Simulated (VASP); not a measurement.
**CsTa: density of states with r2SCAN**

The system is CsTa.

```xyz
2
Lattice="4.0393 0.0000 0.0000 0.0000 4.0393 0.0000 0.0000 0.0000 4.0393" Properties=species:S:1:pos:R:3 pbc="T T T"
Cs    0.0000    0.0000    0.0000
Ta    2.0197    2.0197    2.0197
```

The cell was built by a generator and needn't be a form met in nature.

```yaml
Program: VASP 6.6.1
Task: density of states
Functional: r2SCAN
Potentials_or_basis: VASP PAW PBE potentials, release 64 (Cs_sv, Ta_pv)
Cutoff: 520 eV
k_mesh: 8 × 8 × 8
Occupations: tetrahedron
Spin: no spin polarisation
Dipole_correction: no
Further_INCAR_settings: ALGO = Normal; EDIFF = 1e-07
```

The pressure is -2.6 GPa, the band gap on the k mesh is none (metal or under the smearing width) and the valence electrons inside the program's atomic spheres are Cs 6.62; Ta 8.55.

Levels at points of the mesh, in eV from the Fermi level:
```csv
k point,band 7,band 8,band 9,band 10,band 11,band 12,band 13,band 14
"(0.00, 0.00, 0.00)",-8.94,-3.90,-1.77,-1.77,0.84,0.84,0.84,5.05
"(0.50, 0.00, 0.00)",-8.88,-1.10,-0.95,0.00,0.90,0.90,1.10,1.58
"(0.50, 0.50, 0.00)",-8.68,-2.90,-0.77,-0.12,-0.12,1.39,1.54,3.28
"(0.50, 0.50, 0.50)",-9.84,0.25,0.25,0.25,0.84,0.84,0.84,1.62
```

States per cell in windows of 1 eV (zero at the Fermi level; states under -8 eV left out):
```
from (eV)  total  Ta2_d  Ta2_s  Cs1_p  Cs1_d  Ta2_p  Cs1_s
     -8.0   0.00   0.00   0.00   0.00   0.00   0.00   0.00
     -7.0   0.00   0.00   0.00   0.00   0.00   0.00   0.00
     -6.0   0.00   0.00   0.00   0.00   0.00   0.00   0.00
     -5.0   0.00   0.00   0.00   0.00   0.00   0.00   0.00
     -4.0   0.06   0.00   0.01   0.00   0.00   0.00   0.00
     -3.0   0.77   0.08   0.15   0.05   0.02   0.00   0.01
     -2.0   1.80   0.46   0.22   0.09   0.06   0.01   0.01
     -1.0   3.44   1.62   0.03   0.05   0.11   0.05   0.04
      0.0   4.93   3.10   0.07   0.16   0.09   0.02   0.01
      1.0   1.39   0.81   0.05   0.04   0.02   0.02   0.00
      2.0   1.00   0.25   0.02   0.06   0.05   0.08   0.01
      3.0   0.55   0.12   0.02   0.02   0.04   0.04   0.01
      4.0   0.17   0.03   0.00   0.00   0.03   0.01   0.00
      5.0   0.00   0.00   0.00   0.00   0.00   0.00   0.00
      6.0   0.00   0.00   0.00   0.00   0.00   0.00   0.00
```

It took 110 s on 1 thread of Intel(R) Xeon(R) Platinum 8375C CPU @ 2.90GHz (Ice Lake), on a shared host, peak memory 0.19 GiB.

Caveat: the PAW data sets were made with another functional, which shifts forces and pressure a little; tetrahedron occupations give inexact forces and stress in metals. Spin-orbit coupling is left out, which matters for the levels of Cs, Ta.
